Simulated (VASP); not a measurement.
The system is MgO.

```
Mg O
1.0
     0.00000    2.09700    2.09700
     2.09700    0.00000    2.09700
     2.09700    2.09700    0.00000
Mg O
1 1
Direct
  0.00000 0.00000 0.00000
  0.50000 0.50000 0.50000
```

The cell is a database's computed one.

```yaml
Program: VASP 6.6.1
Task: relaxation of cell and atoms
Functional: PBE
Potentials_or_basis: VASP PAW PBE potentials, release 64 (Mg, O)
Cutoff: 600 eV
k_mesh: 12 × 12 × 12
Occupations: gaussian, width 0.02 eV
Spin: no spin polarisation
```

At the start: pressure 5.9 GPa; volume 9.22 Å³/atom.

Where does the relaxation end?

Over 3 steps the energy falls by 6.1 meV/atom and the volume is 9.56 Å³/atom (+3.7 %); space group Fm-3m (No. 225, to 0.05 Å).

Step by step:
| step | energy change (eV) | largest force (eV/Å) | pressure (GPa) | volume (Å³) |
| --- | --- | --- | --- | --- |
| 1 | 0.0000 | 0.0000 | 5.90 | 18.44 |
| 2 | -0.0108 | 0.0000 | -1.81 | 19.36 |
| 3 | -0.0122 | 0.0000 | 0.00 | 19.13 |

Final structure:
```
Mg O
1.0
     0.00000    2.12257    2.12257
     2.12257    0.00000    2.12257
     2.12257    2.12257    0.00000
Mg O
1 1
Direct
  0.00000 0.00000 0.00000
  0.50000 0.50000 0.50000
```
